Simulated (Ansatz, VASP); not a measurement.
# Cross-check of CuF2 (CuF2 monolayer) between VASP and Ansatz, part 2 of 3

Wanted: the spread between two codes on one cell, functional and k mesh. The cell is taken from a series of runs on this material, whose earlier steps may have relaxed, scaled, displaced or heated it; both programs get it as it stands.

VASP 6.6.1 and Ansatz 0.2.0.

So far: Set-up; Ansatz: single point, LDA, DFT+U, pair 1.

## Step 3: VASP: single point, LDA, DFT+U, pair 1

Level of this step: LDA, DFT+U (Cu d 4.8 eV), spin-polarised from a ferromagnetic start; plane waves and PAW (Cu, F) (VASP).

The same cell, functional (in two slightly different forms), mesh and smearing now go to VASP, with its own data sets.

Lines of VASP's logs that name or quote its potential files are left out, and so is its time.

Contents of INCAR:

```
SYSTEM = CuF2
PREC = Accurate
ENCUT = 520
EDIFF = 1E-06
NELM = 200
ISMEAR = -1
SIGMA = 0.05
LREAL = .FALSE.
ALGO = Normal
GGA = PW92
NBANDS = 21
ISPIN = 2
MAGMOM = 0.74 0.09 0.09
LDAU = .TRUE.
LDAUTYPE = 2
LDAUL = 2 -1
LDAUU = 4.8 0
LDAUJ = 0 0
LDAUPRINT = 1
LASPH = .TRUE.
LMAXMIX = 4
LORBIT = 11
LWAVE = .FALSE.
LCHARG = .FALSE.
ISIF = 2
GGA_COMPAT = .FALSE.
KPAR = 2
```

Contents of POSCAR:

```
CuF2
1.0
    3.7327980000      0.0000000000      0.0000000000
    0.0000000000      3.7327980000      0.0000000000
    0.0000000000      0.0000000000     15.0000000000
Cu F
1 2
Direct
    0.0000000000      0.0000000000      0.5000000000
    0.5000000000      0.0000000000      0.5000000000
    0.0000000000      0.5000000000      0.5000000000
```

Contents of KPOINTS:

```
Automatic mesh
0
Gamma
7 7 1
0 0 0
```

The projector-augmented-wave data sets are Cu and F (LDA family, release 64).

On the command line:

```bash
> mpirun -np 2 vasp_std
```

Numbers of over 12 decimals in the logs are rounded to 6 here.

The log of the run:

```text
[banner, memory and clock lines left out]
running    2 mpi-ranks, on    1 nodes
 distrk:  each k-point on    1 cores,    2 groups
 distr:  one band on    1 cores,    1 groups

 POSCAR found type information on POSCAR CuF
 POSCAR found :  2 types and       3 ions
|                                                                             |
|               ----> ADVICE to this user running VASP <----                  |
|                                                                             |
|     You enforced a specific xc type in the INCAR file but a different       |
|     [... a line on the potential file left out ...]
|     I HOPE YOU KNOW WHAT YOU ARE DOING!                                     |
|                                                                             |

 LDA part: xc-table for (Slater(with rela. corr.)+PW92), standard interpolation
 POSCAR, INCAR and KPOINTS ok, starting setup
 FFT: planning ... GRIDC
 FFT: planning ... GRID_SOFT
 FFT: planning ... GRID
 WAVECAR not read
 entering main loop
       N       E                     dE             d eps       ncg     rms          rms(c)
DAV:   1     0.251458212462E+03    0.25146E+03   -0.94794E+03   848   0.938E+02
DAV:   2     0.240424429223E+02   -0.22742E+03   -0.21017E+03  1075   0.257E+02
DAV:   3    -0.125551132882E+02   -0.36598E+02   -0.35884E+02  1024   0.121E+02
DAV:   4    -0.138963948208E+02   -0.13413E+01   -0.13394E+01   975   0.300E+01
DAV:   5    -0.139346099667E+02   -0.38215E-01   -0.38213E-01  1031   0.455E+00    0.100E+01
DAV:   6    -0.119610768171E+02    0.19735E+01   -0.14805E+01  1107   0.820E+01    0.400E+00
DAV:   7    -0.119370250714E+02    0.24052E-01   -0.19970E+00  1212   0.322E+01    0.237E+00
DAV:   8    -0.119603069535E+02   -0.23282E-01   -0.21386E-01  1230   0.936E+00    0.137E+00
DAV:   9    -0.119117536107E+02    0.48553E-01   -0.13103E-01  1147   0.183E+01    0.106E+00
DAV:  10    -0.119293524112E+02   -0.17599E-01   -0.34460E-02  1177   0.385E+00    0.440E-01
DAV:  11    -0.119343873576E+02   -0.50349E-02   -0.13670E-02  1031   0.333E+00    0.147E-01
DAV:  12    -0.119354673574E+02   -0.10800E-02   -0.19574E-03  1103   0.757E-01    0.790E-02
DAV:  13    -0.119367361459E+02   -0.12688E-02   -0.84444E-04  1040   0.446E-01    0.553E-02
DAV:  14    -0.119370717487E+02   -0.33560E-03   -0.16262E-04  1001   0.152E-01    0.376E-02
[...]
DAV:  18    -0.119378782994E+02   -0.18713E-03   -0.15585E-05   921   0.597E-02    0.611E-03
DAV:  19    -0.119380283949E+02   -0.15010E-03   -0.98782E-06   895   0.410E-02    0.580E-03
DAV:  20    -0.119380698947E+02   -0.41500E-04   -0.12735E-06   789   0.138E-02    0.257E-03
DAV:  21    -0.119381071457E+02   -0.37251E-04   -0.21793E-06   836   0.196E-02    0.216E-03
DAV:  22    -0.119381365567E+02   -0.29411E-04   -0.14093E-06   744   0.982E-03    0.604E-04
DAV:  23    -0.119381412236E+02   -0.46669E-05   -0.16912E-07   781   0.338E-03    0.511E-04
DAV:  24    -0.119381433143E+02   -0.20907E-05   -0.50732E-08   736   0.198E-03    0.152E-04
DAV:  25    -0.119381437646E+02   -0.45028E-06   -0.97208E-09   761   0.860E-04
   1 F= -.11938144E+02 E0= -.11938094E+02  d E =-.991214E-04  mag=     0.9997
```

From OUTCAR (step 3):

```text
ion  position               nearest neighbor table
   1  0.000  0.000  0.500-   2 1.87   3 1.87   3 1.87   2 1.87
   2  0.500  0.000  0.500-   1 1.87   1 1.87
   3  0.000  0.500  0.500-   1 1.87   1 1.87

  LATTYP: Found a simple tetragonal cell.
 ALAT       =     3.7327980000
 C/A-ratio  =     4.0184333575

 Subroutine GETGRP returns: Found 16 space group operations
 (whereof 16 operations were pure point group operations)

The static configuration has the point symmetry D_4h.

 Found     10 irreducible k-points:

   k-points           NKPTS =     10   k-points in BZ     NKDIM =     10   number of bands    NBANDS=     21

   dimension x,y,z NGX =    28 NGY =   28 NGZ =  112
   dimension x,y,z NGXF=    56 NGYF=   56 NGZF=  224

   ENCUT  =  520.0 eV  38.22 Ry    6.18 a.u.   6.94  6.94 27.89*2*pi/ulx,y,z

   NELECT =      25.0000    total number of electrons

 k-points in reciprocal lattice and weights: Automatic mesh
   0.00000000  0.00000000  0.00000000       0.020
   0.14285714  0.00000000  0.00000000       0.082
   0.28571429  0.00000000  0.00000000       0.082
   0.42857143  0.00000000  0.00000000       0.082
   0.14285714  0.14285714  0.00000000       0.082
   0.28571429  0.14285714  0.00000000       0.163
   0.42857143  0.14285714  0.00000000       0.163
   0.28571429  0.28571429  0.00000000       0.082
   0.42857143  0.28571429  0.00000000       0.163
   0.42857143  0.42857143  0.00000000       0.082

atom =   1  type =  1  l = 2

 onsite density matrix

spin component  1

  0.9879  0.0000 -0.0000  0.0000  0.0000
  0.0000  0.9799 -0.0000 -0.0000  0.0000
 -0.0000 -0.0000  0.9671 -0.0000 -0.0000
  0.0000 -0.0000 -0.0000  0.9799  0.0000
  0.0000  0.0000 -0.0000  0.0000  1.0384

spin component  2

  0.9872 -0.0000  0.0000 -0.0000 -0.0000
 -0.0000  0.9788  0.0000  0.0000 -0.0000
  0.0000  0.0000  0.9625  0.0000 -0.0000
 -0.0000  0.0000  0.0000  0.9788 -0.0000
 -0.0000 -0.0000 -0.0000 -0.0000  0.2477

 occupancies and eigenvectors

  o =  0.2477  v =  0.0000  0.0000  0.0000  0.0000  0.0000  0.0000  0.0000 -0.0000  0.0000 -1.0000      0.0000  0.0000  0.0000  0.0000  0.0000  0.0000  0.0000  0.0000  0.0000  0.0000
  o =  0.9625  v =  0.0000  0.0000  0.0000  0.0000  0.0000  0.0000  0.0000  1.0000 -0.0000 -0.0000      0.0000  0.0000  0.0000  0.0000  0.0000  0.0000  0.0000  0.0000  0.0000  0.0000
  o =  0.9671  v =  0.0000  0.0000 -1.0000  0.0000 -0.0000  0.0000  0.0000  0.0000  0.0000  0.0000      0.0000  0.0000  0.0000  0.0000  0.0000  0.0000  0.0000  0.0000  0.0000  0.0000
  o =  0.9788  v =  0.0000  0.0000  0.0000  0.0000  0.0000  0.0000 -0.1015  0.0000  0.9948 -0.0000      0.0000  0.0000  0.0000  0.0000  0.0000  0.0000  0.0000  0.0000  0.0000  0.0000
  o =  0.9788  v =  0.0000  0.0000  0.0000  0.0000  0.0000  0.0000  0.9948 -0.0000  0.1015  0.0000      0.0000  0.0000  0.0000  0.0000  0.0000  0.0000  0.0000  0.0000  0.0000  0.0000
  o =  0.9799  v =  0.0000  0.0237 -0.0000 -0.9997  0.0000  0.0000  0.0000  0.0000  0.0000  0.0000      0.0000  0.0000  0.0000  0.0000  0.0000  0.0000  0.0000  0.0000  0.0000  0.0000
  o =  0.9799  v =  0.0000  0.9997  0.0000  0.0237  0.0000  0.0000  0.0000  0.0000  0.0000  0.0000      0.0000  0.0000  0.0000  0.0000  0.0000  0.0000  0.0000  0.0000  0.0000  0.0000
  o =  0.9872  v =  0.0000  0.0000  0.0000  0.0000  0.0000  1.0000  0.0000  0.0000  0.0000  0.0000      0.0000  0.0000  0.0000  0.0000  0.0000  0.0000  0.0000  0.0000  0.0000  0.0000
  o =  0.9879  v =  1.0000  0.0000  0.0000  0.0000  0.0000  0.0000  0.0000  0.0000  0.0000  0.0000      0.0000  0.0000  0.0000  0.0000  0.0000  0.0000  0.0000  0.0000  0.0000  0.0000
  o =  1.0384  v =  0.0000  0.0000  0.0000  0.0000 -1.0000  0.0000  0.0000  0.0000  0.0000  0.0000      0.0000  0.0000  0.0000  0.0000  0.0000  0.0000  0.0000  0.0000  0.0000  0.0000

 average (electrostatic) potential at core
       1 -76.9649       2 -83.1194       3 -83.1194

 E-fermi :  -5.5501

 spin component 1
 k-point     1 :       0.0000    0.0000    0.0000
  band No.  band energies     occupation
    ...
      9      -9.4272      1.00000
     10      -8.9678      1.00000
     11      -7.8211      1.00000
     12      -7.5963      1.00000
     13      -7.5963      1.00000
     14      -1.4903      0.00000
     15       0.5904      0.00000
     16       1.3074      0.00000
     17       2.7343      0.00000
     18       2.8133      0.00000
    ...

 k-point     2 :       0.1429    0.0000    0.0000
  band No.  band energies     occupation
    ...
      9      -9.1634      1.00000
     10      -8.7602      1.00000
     11      -7.7452      1.00000
     12      -7.6708      1.00000
     13      -7.5291      1.00000
     14      -1.1330      0.00000
     15       0.7498      0.00000
     16       1.5347      0.00000
     17       2.9058      0.00000
     18       3.0450      0.00000
    ...

 k-point     3 :       0.2857    0.0000    0.0000
  band No.  band energies     occupation
    ...
      9      -8.5828      1.00000
     10      -8.5092      1.00000
     11      -7.8172      1.00000
     12      -7.5379      1.00000
     13      -7.3838      1.00000
     14      -0.2080      0.00000
     15       1.2003      0.00000
     16       2.2059      0.00000
     17       3.3844      0.00000
     18       3.6363      0.00000
    ...

 k-point     4 :       0.4286    0.0000    0.0000
  band No.  band energies     occupation
    ...
      9      -8.3972      1.00000
     10      -8.2908      1.00000
     11      -7.8893      1.00000
     12      -7.3464      1.00000
     13      -7.2721      1.00000
     14       0.9052      0.00000
     15       1.7836      0.00000
     16       3.0003      0.00000
     17       3.5172      0.00000
     18       3.6404      0.00000
    ...

 k-point     5 :       0.1429    0.1429    0.0000
  band No.  band energies     occupation
    ...
      9      -8.9535      1.00000
     10      -8.5431      1.00000
     11      -7.7540      1.00000
     12      -7.6923      1.00000
     13      -7.3866      1.00000
     14      -0.8150      0.00000
     15       0.9029      0.00000
     16       1.7607      0.00000
     17       3.0729      0.00000
     18       3.2735      0.00000
    ...

 k-point     6 :       0.2857    0.1429    0.0000
  band No.  band energies     occupation
    ...
      9      -8.2570      1.00000
     10      -8.2360      1.00000
     11      -7.7778      1.00000
     12      -7.5231      1.00000
     13      -7.2070      1.00000
     14       0.0429      0.00000
     15       1.3295      0.00000
     16       2.4288      0.00000
     17       3.5332      0.00000
     18       3.8572      0.00000
    ...

  Total       -2.2498922     -2.2498922     -0.0857532      0.0000000      0.0000000     -0.0000000
  in kB      -17.2469398    -17.2469398     -0.6573560      0.0000000      0.0000000     -0.0000000
  external PRESSURE =     -11.7170785 kB  Pullay stress =       0.0000000 kB

  energy-cutoff  :      520.00
  volume of cell :      209.01
      direct lattice vectors                 reciprocal lattice vectors
     3.732798000  0.000000000  0.000000000     0.267895557  0.000000000  0.000000000
     0.000000000  3.732798000  0.000000000     0.000000000  0.267895557  0.000000000
     0.000000000  0.000000000 15.000000000     0.000000000  0.000000000  0.066666667

 POSITION                                       TOTAL-FORCE (eV/Angst)
 -----------------------------------------------------------------------------------
      0.00000      0.00000      7.50000         0.000000      0.000000      0.000000
      1.86640      0.00000      7.50000         0.000000      0.000000      0.000000
      0.00000      1.86640      7.50000         0.000000      0.000000      0.000000
 -----------------------------------------------------------------------------------
    total drift:                                0.000000      0.000000      0.000000

  FREE ENERGIE OF THE ION-ELECTRON SYSTEM (eV)
  ---------------------------------------------------
  free  energy   TOTEN  =       -11.9381437646 eV

  energy  without entropy=      -11.9380446432  energy(sigma->0) =      -11.93809420

 total charge
# of ion       s       p       d       tot
------------------------------------------
    1        0.325   0.367   9.088   9.779
    2        1.720   4.350   0.000   6.070
    3        1.720   4.350   0.000   6.070
--------------------------------------------------
tot          3.764   9.067   9.088  21.918

 magnetization (x)
# of ion       s       p       d       tot
------------------------------------------
    1        0.011   0.010   0.798   0.819
    2        0.006   0.083   0.000   0.089
    3        0.006   0.083   0.000   0.089
--------------------------------------------------
tot          0.023   0.175   0.798   0.997

[... 6 further parts left out ...]
```

The cell holds one magnetic atom, so no antiferromagnetic order fits into it.

## Step 4: Comparison

Known differences besides the potentials themselves: VASP starts from the moments at which Ansatz ended; U acts on the PAW sphere in VASP and on atomic orbitals in Ansatz, so only states and trends compare; the data sets hold 33 valence electrons in Ansatz (on its default PAW (the set named soft_2) files) and 25 in VASP; the cutoff is 420 eV in Ansatz and 520 eV in VASP; VASP's log shows a relativistic correction to its local exchange, Ansatz's none; site moments are counted in spheres of each program's own size. Total energies have different zeros and are not compared.

Compared:

| quantity | Ansatz | VASP | difference |
| --- | --- | --- | --- |
| total moment (μB) | 0.96 | 1.00 | -0.04 |
| moment on Cu1 (μB) | 0.74 | 0.82 | -0.08 |
| moment on F2 (μB) | 0.09 | 0.09 | +0.01 |
| moment on F3 (μB) | 0.09 | 0.09 | +0.01 |

With vacuum in the cell, a pressure given here is an average over mostly empty space and none of the material.

## Step 5: Ansatz: single point, LDA, DFT+U, pair 2

A single point gives forces, pressure and levels at one fixed geometry, so differences don't come from the geometry; what else differs is listed under the comparison.

The cell is taken from a series of runs on this material, whose earlier steps may have relaxed, scaled, displaced or heated it; both programs get it as it stands.

Contents of input.yaml:

```yaml
crystal:
  lattice:
    - [3.732798, 0.0, 0.0]
    - [0.0, 3.732798, 0.0]
    - [0.0, 0.0, 15.0]
  atoms:
    - { symbol: Cu, position: [0.0, 0.0, 0.5], spin: 1.0 }
    - { symbol: F, position: [0.5, 0.0, 0.5] }
    - { symbol: F, position: [0.0, 0.5, 0.5] }
magnetization:
  spin_polarized: true
kpoints:
  mp_grid: { grid: [9, 9, 1] }
hamiltonian:
  xc: lda
  hubbard:
    sites: [{ species: Cu, l: d, u_eff: 3.0 }]
    projectors: ortho-atomic
scf:
  occupations: { method: fermi_dirac, width: 0.06 }
output:
  eigenvalues: true
```

On the command line:

```bash
> ansatz run input.yaml --threads 4 --pin off --max-ram 8192MiB --backend cpu --events-out ev --progress --plain --runs-dir out
```

The log of the run:

```text
[...]
Crystal: 3 atoms, lattice volume = 209.007 Å³
Basis set: ecut = 420 eV, 4051 PW (Γ)
Bands: 21, of which v1, the nominal top of the filled ones, is band 17 counted from 1 (16 counted from 0)
Symmetry: 16 space group operations
[...]
k-points: 15 of 81
[...]
Starting moments: Σ|m| = 1 μB on 1 of 3 sites
[...]
k-point 0 ↑: bands = [... 13 lower, -7.7659, -7.3011, -7.0995, -7.0995, -0.7720, 1.2685, 2.0313, 3.4172]
  k-point 1 ↑: bands = [... 13 lower, -7.7314, -7.1453, -7.0431, -6.9744, -0.5508, 1.3637, 2.1690, 3.5217]
  k-point 2 ↑: bands = [... 13 lower, -7.6655, -6.7989, -6.7963, -6.7134, 0.0597, 1.6405, 2.5795, 3.8264]
  k-point 14 ↓: bands = [... 13 lower, -6.1518, -6.0204, -5.9978, -2.6253, 2.8309, 3.7520, 5.4271, 5.5742]
Occupation matrices written to <dir>
[key lines of the parts left out:]
SCF converged after 21 iterations
Magnetization: 0.6782 μB (16.8391 up, 16.1609 down)
Free energy (F): -8140.709675 eV
Fermi energy:    -4.873685 eV
```

## Step 6: VASP: single point, LDA, DFT+U, pair 2

The same cell, functional (in two slightly different forms), mesh and smearing now go to VASP, with its own data sets.

INCAR, as its differences from that of step 3:

```diff
@@ -6,3 +6,3 @@
 ISMEAR = -1
-SIGMA = 0.05
+SIGMA = 0.06
 LREAL = .FALSE.
@@ -12,3 +12,3 @@
 ISPIN = 2
-MAGMOM = 0.74 0.09 0.09
+MAGMOM = 0.52 0.06 0.06
 LDAU = .TRUE.
@@ -16,3 +16,3 @@
 LDAUL = 2 -1
-LDAUU = 4.8 0
+LDAUU = 3 0
 LDAUJ = 0 0
```

POSCAR is that of step 3.

Contents of KPOINTS:

```
Automatic mesh
0
Gamma
9 9 1
0 0 0
```

On the command line:

```bash
> mpirun -np 2 vasp_std
```

The log of the run:

```text
[banner, memory and clock lines left out]
running    2 mpi-ranks, on    1 nodes
[...]
[... a notice as in an earlier step ...]

 LDA part: xc-table for (Slater(with rela. corr.)+PW92), standard interpolation
 POSCAR, INCAR and KPOINTS ok, starting setup
[...]
entering main loop
       N       E                     dE             d eps       ncg     rms          rms(c)
DAV:   1     0.251204843592E+03    0.25120E+03   -0.95563E+03  1260   0.948E+02
DAV:   2     0.244928125083E+02   -0.22671E+03   -0.20824E+03  1521   0.255E+02
DAV:   3    -0.134410998236E+02   -0.37934E+02   -0.37388E+02  1582   0.120E+02
DAV:   4    -0.148248804617E+02   -0.13838E+01   -0.13800E+01  1446   0.292E+01
[...]
DAV:  24    -0.122719182035E+02   -0.35313E-05   -0.10193E-07  1087   0.254E-03    0.374E-04
DAV:  25    -0.122719197630E+02   -0.15595E-05   -0.43789E-08  1099   0.439E-03    0.114E-04
DAV:  26    -0.122719200597E+02   -0.29664E-06   -0.16331E-08  1177   0.859E-04
   1 F= -.12271920E+02 E0= -.12268172E+02  d E =-.749530E-02  mag=     0.7828
```

From OUTCAR (step 6):

```text
  Total       -2.3278482     -2.3278482     -0.0872910      0.0000000      0.0000000      0.0000000
  in kB      -17.8445251    -17.8445251     -0.6691445      0.0000000      0.0000000      0.0000000
  external PRESSURE =     -12.1193983 kB  Pullay stress =       0.0000000 kB

  FREE ENERGIE OF THE ION-ELECTRON SYSTEM (eV)
  ---------------------------------------------------
  free  energy   TOTEN  =       -12.2719200597 eV

  energy  without entropy=      -12.2644247549  energy(sigma->0) =      -12.26817241

 magnetization (x)
# of ion       s       p       d       tot
------------------------------------------
    1        0.013   0.010   0.611   0.634
    2        0.006   0.065   0.000   0.071
    3        0.006   0.065   0.000   0.071
--------------------------------------------------
tot          0.025   0.140   0.611   0.776

[... 2 parts as in an earlier step ...]

[... 2 further parts left out ...]
[key lines of the parts left out:]
E-fermi :  -5.5325
```

## Step 7: Comparison

What differs besides the data sets and the points named for the pairs above, as far as they apply: the data sets hold 33 valence electrons in Ansatz (on its default PAW (the set named soft_2) files) and 25 in VASP. Total energies have different zeros and are not compared.

The two programs side by side:

| quantity | Ansatz | VASP | difference |
| --- | --- | --- | --- |
| total moment (μB) | 0.68 | 0.78 | -0.10 |
| moment on Cu1 (μB) | 0.52 | 0.63 | -0.11 |
| moment on F2 (μB) | 0.06 | 0.07 | -0.01 |
| moment on F3 (μB) | 0.06 | 0.07 | -0.01 |

With vacuum in the cell, a pressure given here is an average over mostly empty space and none of the material.

(Part 2 of 3 ends here.)

[Lines on the potential files, build, host, timing and source positions are cut from VASP's logs without a mark.]

[Logs are printed without paths, hosts, clocks, repeated set-up lines and the standing remarks that a program may print on its own settings, such as how far it seeks lower states.]

[Hosts, paths, dates, database ids (printed as entryN), source tags and the programs' standing remarks are cut or masked in the printed files.]
